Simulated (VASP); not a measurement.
Te2Mo:

```
CELL_PARAMETERS angstrom
3.51820 0.00000 0.00000
-1.75910 3.04685 0.00000
0.00000 0.00000 13.97360
ATOMIC_POSITIONS crystal
Te 0.33333 0.66667 0.62100
Te 0.66667 0.33333 0.12100
Te 0.33333 0.66667 0.87900
Te 0.66667 0.33333 0.37900
Mo 0.33333 0.66667 0.25000
Mo 0.66667 0.33333 0.75000
```

* Program: VASP 6.6.1
* Task: relaxation of cell and atoms
* Functional: rev-vdW-DF2
* Potentials or basis: VASP PAW PBE potentials, release 64 (Te, Mo_sv)
* Cutoff: 600 eV
* k mesh: 9 × 9 × 2
* Occupations: gaussian, width 0.03 eV
* Spin: no spin polarisation

At the start: pressure 1.7 GPa; volume 24.96 Å³/atom.

Q: How do energy, volume and symmetry change on relaxing?

A: Over 7 steps the energy falls by 2.2 meV/atom and the volume is 25.31 Å³/atom (+1.4 %); space group P6_3/mmc (No. 194, to 0.05 Å).

The path:
```
step  energy change (eV)  largest force (eV/Å)  pressure (GPa)  volume (Å³)
   1              0.0000                0.2480            1.66       149.79
   2              0.0253                0.4388           -2.60       155.47
   3             -0.0132                0.0183            0.02       151.85
   4             -0.0132                0.0130            0.00       151.81
   5             -0.0099                0.1142            0.85       150.80
   6             -0.0132                0.0083            0.09       151.77
   7             -0.0133                0.0020            0.06       151.88
```

Final structure:
```
Te Mo
1.0
     3.53329    0.00000    0.00000
    -1.76664    3.05992    0.00000
     0.00000    0.00000   14.04815
Te Mo
4 2
Direct
  0.33333 0.66667 0.62074
  0.66667 0.33333 0.12074
  0.33333 0.66667 0.87926
  0.66667 0.33333 0.37926
  0.33333 0.66667 0.25000
  0.66667 0.33333 0.75000
```

Caveat: the PAW data sets were made with another functional, which shifts forces and pressure a little.
